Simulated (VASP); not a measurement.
## H2Pb (P-3m1): band edges, masses and strain

Aim: the gap of H2Pb, the masses at its band edges and their response to strain. The cell is generated by rule, not measured, and may not be a known phase.

Main program and level: VASP 6.6.1; LDA; plane waves and PAW (Pb_d, H), in the first sound run; inputs show where later runs differ.

Report form: the programs' logs are mostly left out.

The structure was built from a prototype and need not be the compound's stable phase.

**1. The structure**

Symmetry: P-3m1, No. 164, trigonal system. The conventional cell has a = 3.663 Å, b = 3.663 Å, c = 5.891 Å, α = 90.00°, β = 90.00°, γ = 120.00°. Nearest to Pb lie 6 H at 2.59 Å. H has 3 Pb at 2.59 Å nearest. Farther neighbours are not listed.

Structure file:

```xyz
3
Lattice="3.6628 0.0000 0.0000 -1.8314 3.1721 0.0000 0.0000 0.0000 5.8907" Properties=species:S:1:pos:R:3 pbc="T T T"
Pb    0.0000    0.0000    0.0000
H     0.0000    2.1147    1.4953
H     1.8314    1.0574    4.3953
```

**2. Relaxation of the atoms**

The cell is kept as given; the atoms are relaxed first, so that no residual force shifts the band edges.

File INCAR:

```
SYSTEM = H2Pb
PREC = Accurate
ENCUT = 400
EDIFF = 1E-06
NELM = 100
ISMEAR = 0
SIGMA = 0.02
LREAL = .FALSE.
ALGO = Normal
GGA = CA
NBANDS = 14
LORBIT = 11
LWAVE = .FALSE.
LCHARG = .FALSE.
KPAR = 4
IBRION = 2
NSW = 40
ISIF = 2
EDIFFG = -0.005
```

File POSCAR:

```
H2Pb
1.0
    3.6628128290      0.0000000000      0.0000000000
   -1.8314064140      3.1720889590      0.0000000000
    0.0000000000      0.0000000000      5.8906700000
Pb H
1 2
Direct
    0.0000000000      0.0000000000      0.0000000000
    0.3333333330      0.6666666670      0.2538480000
    0.6666666670      0.3333333330      0.7461520000
```

File KPOINTS:

```
Automatic mesh
0
Gamma
8 8 6
0 0 0
```

PAW data sets: Pb_d and H (LDA family, release 64).

Run with:

```console
mpirun -np 4 vasp_std
```

Wall time 9.6 s (4 MPI ranks of Intel Xeon 6975P-C (Granite Rapids), shared host); peak memory 0.6 GiB.

The k-mesh is coarse for a metal. The run keeps the 12 symmetry operations of its start, so it cannot find a distortion of lower symmetry.

The steps of the relaxation:

```csv
step,energy less that of the first step (eV),largest force (eV/Å)
1,0.0000,0.9011
2,-0.0766,0.8619
3,-0.2853,0.7310
4,-0.5957,0.4334
5,-0.4580,0.6451
6,-0.6797,0.0469
7,-0.6806,0.0035
```

The atoms that moved most (Å):

```csv
atom,dx,dy,dz,length
H2,0.000,0.000,-0.624,0.624
H3,0.000,0.000,0.624,0.624
```

The relaxed structure:

```
Pb H
1.0
     3.66281    0.00000    0.00000
    -1.83141    3.17209    0.00000
     0.00000    0.00000    5.89067
Pb H
1 2
Cartesian
  0.0000 0.0000 0.0000
  0.0000 2.1147 0.8714
  1.8314 1.0574 5.0193
```

This step gave:

```
SCF cycles              : 52
electrons               : 16
bands                   : 14
irreducible k-points    : 50
symmetry operations     : 12
free energy (TOTEN)     : -9.443 eV
energy at zero smearing : -9.443 eV
Fermi energy            : 1.833 eV
pressure                : -1.263 GPa
metallic                : yes
```

The relaxation ends 227 meV an atom lower, with a largest force of 0.0035 eV/Å.

**3. Bands on a dense mesh**

A dense even mesh and a path are solved together, since either alone can miss a band edge.

Changes to INCAR since step 2:

```diff
@@ -10,3 +10,3 @@
 GGA = CA
-NBANDS = 14
+NBANDS = 21
 LORBIT = 11
@@ -15,5 +15,2 @@
 KPAR = 4
-IBRION = 2
-NSW = 40
 ISIF = 2
-EDIFFG = -0.005
```

File POSCAR:

```
H2Pb
1.0
    3.6628128290      0.0000000000      0.0000000000
   -1.8314064140      3.1720889590      0.0000000000
    0.0000000000      0.0000000000      5.8906700000
Pb H
1 2
Direct
    0.0000000000      0.0000000000      0.0000000000
    0.3333333330      0.6666666670      0.1479309263
    0.6666666670      0.3333333330      0.8520690737
```

File KPOINTS:

```
Automatic mesh
0
Gamma
12 12 8
0 0 0
```

File KPOINTS_OPT:

```
Line mode
24
Line-mode
Reciprocal
  0.00000000   0.00000000   0.00000000 GAMMA
  0.50000000   0.00000000   0.00000000 M

  0.50000000   0.00000000   0.00000000 M
  0.33333333   0.33333333   0.00000000 K

  0.33333333   0.33333333   0.00000000 K
  0.00000000   0.00000000   0.00000000 GAMMA

  0.00000000   0.00000000   0.00000000 GAMMA
  0.00000000   0.00000000   0.50000000 A

  0.00000000   0.00000000   0.50000000 A
  0.50000000   0.00000000   0.50000000 L

  0.50000000   0.00000000   0.50000000 L
  0.33333333   0.33333333   0.50000000 H

  0.33333333   0.33333333   0.50000000 H
  0.00000000   0.00000000   0.50000000 A

  0.50000000   0.00000000   0.50000000 L
  0.50000000   0.00000000   0.00000000 M

  0.33333333   0.33333333   0.00000000 K
  0.33333333   0.33333333   0.50000000 H
```

Run with:

```console
mpirun -np 4 vasp_std
```

Elapsed: 16 s, on 4 MPI ranks; peak memory 1.1 GiB.

Numbers from this step:

| Item | Value |
| --- | --- |
| SCF cycles | 13 |
| bands | 21 |
| irreducible k-points | 131 |
| free energy (TOTEN) | -9.428 eV |
| energy at zero smearing | -9.428 eV |
| Fermi energy | 1.795 eV |
| pressure | -0.8617 GPa |

Electronic bands along the path, in eV, zero at the Fermi level; # counts the bands kept:

```csv
point,#1,#2,#3,#4,#5,#6,#7
Γ,-11.45,-4.29,1.31,3.22,3.41,4.72,4.72
0.48 of the way,-10.60,-3.67,-1.57,2.01,2.76,3.13,6.15
M,-8.48,-6.22,-1.37,0.29,1.98,5.17,5.22
0.48 of the way,-8.28,-5.89,-2.75,0.58,2.14,4.65,5.68
K,-7.88,-4.87,-4.87,1.17,2.78,2.78,6.59
0.52 of the way,-10.32,-3.46,-2.22,0.81,2.86,4.51,5.18
Γ,-11.45,-4.29,1.31,3.22,3.41,4.72,4.72
0.48 of the way,-11.44,-4.45,1.72,2.88,4.09,4.73,4.73
A,-11.42,-4.61,2.37,2.46,4.75,4.75,5.67
0.52 of the way,-10.42,-3.86,-1.96,1.58,3.00,5.09,5.96
L,-8.46,-6.19,-1.49,-0.16,2.01,4.34,5.73
0.48 of the way,-8.26,-5.86,-2.77,0.12,1.78,4.31,6.26
H,-7.87,-4.84,-4.84,0.72,2.31,2.31,8.60
0.48 of the way,-10.08,-3.59,-2.63,0.27,4.21,4.51,5.64
A,-11.42,-4.61,2.37,2.46,4.75,4.75,5.67
jump to L,-8.46,-6.19,-1.49,-0.16,2.01,4.34,5.73
0.48 of the way,-8.47,-6.20,-1.44,0.03,2.00,4.52,5.80
M,-8.48,-6.22,-1.37,0.29,1.98,5.17,5.22
jump to K,-7.88,-4.87,-4.87,1.17,2.78,2.78,6.59
0.48 of the way,-7.88,-4.85,-4.85,0.94,2.54,2.54,7.40
H,-7.87,-4.84,-4.84,0.72,2.31,2.31,8.60
```

Of the projections kept (Pb, H), the largest for each band there; the rest of the weight can lie on other orbitals:

```csv
point,#1,#2,#3,#4,#5,#6,#7
Γ,Pb 0.87,H 0.58,Pb 0.67,H 0.60,H 0.60,Pb 0.99,Pb 0.99
M,Pb 0.96,Pb 0.51,H 0.71,Pb 0.93,Pb 0.97,Pb 0.97,Pb 0.75
K,Pb 1.00,H 0.52,H 0.52,Pb 0.99,Pb 0.56,Pb 0.56,Pb 1.00
Γ,Pb 0.87,H 0.58,Pb 0.67,H 0.60,H 0.60,Pb 0.99,Pb 0.99
A,Pb 0.87,H 0.56,Pb 0.50,H 0.89,Pb 0.99,Pb 0.99,Pb 0.91
L,Pb 0.96,Pb 0.51,H 0.72,Pb 0.94,Pb 0.97,Pb 0.77,Pb 0.54
```

Of the bands kept, 2 cross the Fermi level on this path.

**4. Bands with spin-orbit coupling**

This step: LDA, spin-orbit coupling; plane waves and PAW (Pb_d, H); invented cell (VASP 6.6.1).

Spin-orbit coupling can split and shift the band edges, more so for heavy elements, so the bands are solved again with spinors.

Changes to INCAR since step 3:

```diff
@@ -10,3 +10,8 @@
 GGA = CA
-NBANDS = 21
+LNONCOLLINEAR = .TRUE.
+MAGMOM = 0 0 0 0 0 0 0 0 0
+NBANDS = 28
+GGA_COMPAT = .FALSE.
+LASPH = .TRUE.
+LSORBIT = .TRUE.
 LORBIT = 11
```

POSCAR is that of step 3.

File KPOINTS:

```
Automatic mesh
0
Gamma
8 8 6
0 0 0
```

Changes to KPOINTS_OPT since step 3:

```diff
@@ -1,3 +1,3 @@
 Line mode
-24
+16
 Line-mode
```

Run with:

```console
mpirun -np 4 vasp_ncl
```

Elapsed: 28 s, on 4 MPI ranks; peak memory 1.3 GiB.

This step gave:

- bands: 28
- irreducible k-points: 50
- free energy (TOTEN): -9.904 eV
- energy at zero smearing: -9.904 eV
- Fermi energy: 1.719 eV
- pressure: -1.497 GPa

The spin moment in the PAW sphere vanishes on all atoms.

On-site spin-orbit energy by atom:

```csv
atom,on-site spin-orbit energy (eV)
Pb1,-0.963
H2,0.000
H3,0.000
```

Electronic bands along the path, in eV, zero at the Fermi level; # counts the bands kept:

```csv
point,#5,#6,#7,#8,#9,#10,#11,#12
Γ,1.38,1.38,2.95,2.95,3.27,3.27,4.21,4.21
0.53 of the way,-1.97,-1.97,1.69,1.69,2.87,2.87,3.15,3.15
M,-1.34,-1.34,0.13,0.13,2.11,2.11,5.26,5.26
0.47 of the way,-2.69,-2.69,0.47,0.47,2.24,2.24,4.76,4.76
K,-4.67,-4.67,1.06,1.06,2.75,2.75,3.03,3.03
0.47 of the way,-2.73,-2.73,0.48,0.48,3.16,3.16,4.33,4.33
Γ,1.38,1.38,2.95,2.95,3.27,3.27,4.21,4.21
0.47 of the way,1.77,1.77,2.79,2.79,3.43,3.43,4.54,4.54
A,2.42,2.42,2.44,2.44,3.55,3.55,5.66,5.66
0.53 of the way,-2.04,-2.04,1.49,1.49,2.90,2.90,5.14,5.14
L,-1.46,-1.46,-0.26,-0.26,2.07,2.07,4.42,4.42
0.47 of the way,-2.71,-2.71,0.06,0.06,1.86,1.86,4.41,4.41
H,-4.65,-4.65,0.65,0.65,2.27,2.27,2.53,2.53
0.47 of the way,-2.72,-2.72,0.20,0.20,3.90,3.90,4.72,4.72
A,2.42,2.42,2.44,2.44,3.55,3.55,5.66,5.66
jump to L,-1.46,-1.46,-0.26,-0.26,2.07,2.07,4.42,4.42
0.47 of the way,-1.41,-1.41,-0.10,-0.10,2.08,2.08,4.60,4.60
M,-1.34,-1.34,0.13,0.13,2.11,2.11,5.26,5.26
jump to K,-4.67,-4.67,1.06,1.06,2.75,2.75,3.03,3.03
0.47 of the way,-4.66,-4.66,0.86,0.86,2.52,2.52,2.79,2.79
H,-4.65,-4.65,0.65,0.65,2.27,2.27,2.53,2.53
```

Of the projections kept (Pb, H), the largest for each band there; the rest of the weight can lie on other orbitals:

```csv
point,#5,#6,#7,#8,#9,#10,#11,#12
Γ,Pb 0.67,Pb 0.67,Pb 0.69,Pb 0.69,H 0.60,H 0.60,Pb 0.85,Pb 0.85
M,H 0.71,H 0.71,Pb 0.93,Pb 0.93,Pb 0.96,Pb 0.96,Pb 0.97,Pb 0.97
K,H 0.55,H 0.55,Pb 0.93,Pb 0.93,Pb 0.61,Pb 0.61,Pb 0.58,Pb 0.58
Γ,Pb 0.67,Pb 0.67,Pb 0.69,Pb 0.69,H 0.60,H 0.60,Pb 0.85,Pb 0.85
A,Pb 0.50,Pb 0.50,H 0.76,H 0.76,Pb 0.99,Pb 0.99,Pb 0.98,Pb 0.98
L,H 0.71,H 0.71,Pb 0.93,Pb 0.93,Pb 0.96,Pb 0.96,Pb 0.77,Pb 0.77
```

**5. Orbitals for bands with HSE06**

This step: PBE; plane waves and PAW (Pb_d, H); invented cell (VASP 6.6.1).

The hybrid starts from PBE orbitals, which saves many expensive cycles.

File INCAR:

```
SYSTEM = H2Pb
PREC = Accurate
ENCUT = 400
EDIFF = 1E-05
NELM = 100
ISMEAR = 0
SIGMA = 0.02
LREAL = .FALSE.
ALGO = Normal
GGA = PE
NBANDS = 14
LORBIT = 11
LWAVE = .TRUE.
LCHARG = .FALSE.
KPAR = 4
```

POSCAR is that of step 4.

File KPOINTS:

```
Automatic mesh
0
Gamma
4 4 4
0 0 0
```

Run with:

```console
mpirun -np 4 vasp_std
```

The job ended after 1.6 s (4 MPI ranks; peak memory 0.58 GiB; 5 s of CPU time).

The PAW data sets were made with LDA, a small mismatch for this functional.

Numbers from this step:

```
SCF cycles              : 12
bands                   : 14
irreducible k-points    : 13
free energy (TOTEN)     : -9.083 eV
energy at zero smearing : -9.083 eV
Fermi energy            : 2.105 eV
pressure                : 1.411 GPa
```

Force by atom:

```csv
atom,x (eV/Å),y (eV/Å),z (eV/Å),size
Pb1,0.0000,0.0000,0.0000,0.0000
H2,0.0000,0.0000,0.0767,0.0767
H3,0.0000,0.0000,-0.0767,0.0767
```

**6. Bands with HSE06**

This step: HSE06; plane waves and PAW (Pb_d, H); invented cell (VASP 6.6.1).

A quarter of screened exact exchange corrects much of the semilocal gap error; its cost forces a coarser mesh.

File INCAR:

```
SYSTEM = H2Pb
PREC = Accurate
ENCUT = 400
EDIFF = 1E-06
NELM = 100
ISMEAR = 0
SIGMA = 0.02
LREAL = .FALSE.
ALGO = Normal
LHFCALC = .TRUE.
AEXX = 0.25
GGA = PE
HFSCREEN = 0.2
LASPH = .TRUE.
NBANDS = 14
PRECFOCK = Fast
LORBIT = 11
LWAVE = .FALSE.
LCHARG = .FALSE.
KPAR = 4
ISIF = 2
```

POSCAR is that of step 5.

KPOINTS is that of step 5.

Changes to KPOINTS_OPT since step 4:

```diff
@@ -1,3 +1,3 @@
 Line mode
-16
+8
 Line-mode
```

The run starts from files that an earlier step left in the folder.

Run with:

```console
mpirun -np 4 vasp_std
```

It took 2.2 min on 4 MPI ranks; peak memory 1.2 GiB; 8.9 min of CPU time.

The k-mesh is coarse for exact exchange; in a metal the Fermi energy and the levels can shift by several tenths of an eV on a finer one.

Numbers from this step:

* SCF cycles: 9
* free energy (TOTEN): -10.53 eV
* energy at zero smearing: -10.53 eV
* Fermi energy: 2.249 eV
* pressure: 0.9710 GPa

Electronic bands along the path, in eV, zero at the Fermi level; # counts the bands kept:

```csv
point,#1,#2,#3,#4,#5,#6,#7
Γ,-12.87,-5.22,1.38,3.34,3.80,5.20,5.20
0.43 of the way,-12.11,-4.63,-1.44,2.34,2.91,3.71,6.67
M,-9.44,-7.33,-2.08,0.47,2.28,5.50,5.53
0.57 of the way,-9.10,-6.82,-3.98,0.91,2.43,4.65,6.09
K,-8.70,-5.85,-5.85,1.44,3.01,3.01,6.88
0.57 of the way,-11.85,-4.46,-2.09,1.34,2.87,5.00,5.81
Γ,-12.87,-5.22,1.38,3.34,3.80,5.20,5.20
0.43 of the way,-12.86,-5.35,1.72,3.09,4.33,5.22,5.22
A,-12.84,-5.53,2.39,2.69,5.24,5.24,6.10
0.57 of the way,-11.48,-4.76,-2.72,1.49,3.16,5.39,6.41
L,-9.42,-7.30,-2.21,-0.06,2.32,4.64,6.22
0.57 of the way,-9.07,-6.78,-3.99,0.38,1.99,4.21,7.21
H,-8.68,-5.82,-5.82,0.92,2.50,2.50,9.04
0.57 of the way,-11.82,-4.71,-2.04,0.99,4.66,5.24,5.99
A,-12.84,-5.53,2.39,2.69,5.24,5.24,6.10
jump to L,-9.42,-7.30,-2.21,-0.06,2.32,4.64,6.22
0.43 of the way,-9.43,-7.32,-2.16,0.13,2.30,4.79,6.28
M,-9.44,-7.33,-2.08,0.47,2.28,5.50,5.53
jump to K,-8.70,-5.85,-5.85,1.44,3.01,3.01,6.88
0.43 of the way,-8.69,-5.84,-5.84,1.22,2.79,2.79,7.61
H,-8.68,-5.82,-5.82,0.92,2.50,2.50,9.04
```

Of the projections kept (Pb, H), the largest for each band there; the rest of the weight can lie on other orbitals:

```csv
point,#1,#2,#3,#4,#5,#6,#7
Γ,Pb 0.86,H 0.61,Pb 0.67,H 0.58,H 0.57,Pb 0.99,Pb 0.99
M,Pb 0.96,H 0.51,H 0.69,Pb 0.94,Pb 0.97,Pb 0.98,Pb 0.79
K,Pb 1.00,H 0.54,H 0.54,Pb 0.99,Pb 0.60,Pb 0.60,Pb 1.00
Γ,Pb 0.86,H 0.61,Pb 0.67,H 0.58,H 0.57,Pb 0.99,Pb 0.99
A,Pb 0.86,H 0.60,Pb 0.53,H 0.88,Pb 0.99,Pb 0.99,Pb 0.90
L,Pb 0.96,H 0.51,H 0.69,Pb 0.94,Pb 0.97,Pb 0.77,Pb 0.56
```

**7. Results**

```yaml
gap_lda: none
gap_with_spin_orbit_coupling: none
gap_hse06_without_spin_orbit_coupling: none
```

At this level the bands overlap or touch. Masses were not obtained, since there is no gap at this level. The strain response was not obtained, since there is no gap at this level.

[Lines on the potential files, build, host, timing and source positions are cut from VASP's logs without a mark.]

[Logs are printed without paths, hosts, clocks, repeated set-up lines and the standing remarks that a program may print on its own settings, such as how far it seeks lower states.]

[Hosts, paths, dates, database ids (printed as entryN), source tags and the programs' standing remarks are cut or masked in the printed files.]

[In band tables of VASP the shares of atoms and orbitals are scaled to a sum of 1 inside the atoms' spheres.]

[Gaps and slopes under strain along one axis are those of the sampled path and mesh points; where strain splits equal valleys, another of them can be the edge.]
